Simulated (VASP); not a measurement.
A convergence study with VASP on KCl (space group no. 225 when undisturbed): one setting is varied, all else stays as given below, so the limit is that of these other settings. One atom is moved off its site, so that forces are finite.

```xyz
2
Lattice="0.0000 3.1356 3.1356 3.1356 0.0000 3.1356 3.1356 3.1356 0.0000" Properties=species:S:1:pos:R:3 pbc="T T T"
K      0.0000     0.0000     0.0500
Cl     3.1356     3.1356     3.1356
```

All values below come from PBE GGA, VASP's PBE PAW potentials (set 64) (plane waves; VASP). The tightest run used: 720 eV cut-off, 7×7×7 Γ-centred mesh, Fermi-Dirac smearing of 0.020 eV, potentials K_sv Cl.

Gaps are read on the run's mesh, which can miss a band edge.

```tsv
setting	E (eV/atom)	pressure (GPa)	gap on the mesh (eV)	plane waves
ENCUT = 105	-2.6068	-128.22	5.137	169
ENCUT = 120	-2.9699	-85.32	4.994	193
ENCUT = 135	-3.3167	-53.88	5.166	229
ENCUT = 150	-3.3575	-32.92	5.252	271
ENCUT = 165	-3.4197	-19.22	5.274	307
ENCUT = 180	-3.4241	-11.22	5.239	345
ENCUT = 210	-3.4008	-3.66	5.210	436
ENCUT = 240	-3.3963	-0.86	5.218	531
```

Problem. These are the cheaper rows. Estimate the results at ENCUT = 720, and how far the last row shown lies from them.

Solution. 
```tsv
quantity	tightest run	last row shown is off by
E (eV/atom)	-3.3993	0.0030
pressure (GPa)	1.05	-1.91
gap on the mesh (eV)	5.224	-0.007
```

Left out are rungs that failed or repeat a setting and relaxations that didn't move; long series are thinned to 24 rows.

The structure is a typed KCl crystal (space group no. 225). The cell was not relaxed at this level, it is distorted from the ideal structure.
